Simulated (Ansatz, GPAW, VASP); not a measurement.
## One structure in several programs: FeAs₂ (P1, 6 atoms in the cell)

Self-consistent single point.

```
CELL_PARAMETERS angstrom
      5.24610     0.00000     0.00000
      0.00000     5.96022     0.00000
      0.00000     0.00000     2.87388
ATOMIC_POSITIONS crystal
  Fe 0.00479 0.99521 0.00285
  Fe 0.48401 0.49974 0.49724
  As 0.18626 0.36282 0.98356
  As 0.82684 0.63988 0.00411
  As 0.67441 0.14630 0.49333
  As 0.32370 0.85606 0.51892
```

Shared settings, as Ansatz (a first-principles code) writes them: kpoints.mp_grid.grid = 3 3 5; scf.occupations.method = fermi_dirac; scf.occupations.width = 0.01 eV. Potentials and cutoffs stand in the table.

| code | model | pressure (GPa) | largest force (eV/Å) | gap on the mesh (eV) | cutoff |
|---|---|---|---|---|---|
| Ansatz | PBEsol, default PAW files made with PBE | -2.46 | 1.782 | 0.383 | 420 eV |
| VASP | PBEsol, VASP's PBE PAW potentials (set 64) | -1.95 | 1.805 | 0.362 | 300 eV |
| GPAW | PBEsol, GPAW PAW datasets PBEsol (made by gpaw-setup) | -1.30 | 1.860 | 0.368 | 850 eV |

Size of the force on each atom (eV/Å): Sizes of forces hide their directions.

```json
[
 {"code": "Ansatz", "Fe1": "0.835", "Fe2": "1.782", "As3": "1.241", "As4": "0.496", "As5": "0.858", "As6": "0.645"},
 {"code": "VASP", "Fe1": "0.844", "Fe2": "1.805", "As3": "1.271", "As4": "0.509", "As5": "0.846", "As6": "0.625"},
 {"code": "GPAW", "Fe1": "0.870", "Fe2": "1.860", "As3": "1.349", "As4": "0.481", "As5": "0.849", "As6": "0.636"}
]
```

Gaps are read on the mesh.

The spread over the programs that give each value: pressure within 1.16 GPa; largest force within 0.078 eV/Å; gap on the mesh within 0.021 eV.

Ansatz's pressure is given at a fixed set of plane waves, as the other plane-wave codes print theirs; with its correction for the finite basis it is -2.41 GPa. In the force vectors, GPAW (by 0.093) lies more than 0.08 eV/Å from the median of the plane-wave programs.

VASP's run is marked for a possible Pulay error in its stress at this cutoff; no cutoff test was made.

The starting cell comes from a database of computed structures (which also holds hypothetical and non-ambient phases and stackings), without a prior relaxation at this level. Its atoms were displaced at random from the sites of space group no. 58.

Left out of this page: Quantum ESPRESSO, CP2K, Elk and SIESTA (not drawn, or without a comparable value).

Keys are those of Ansatz 0.2.
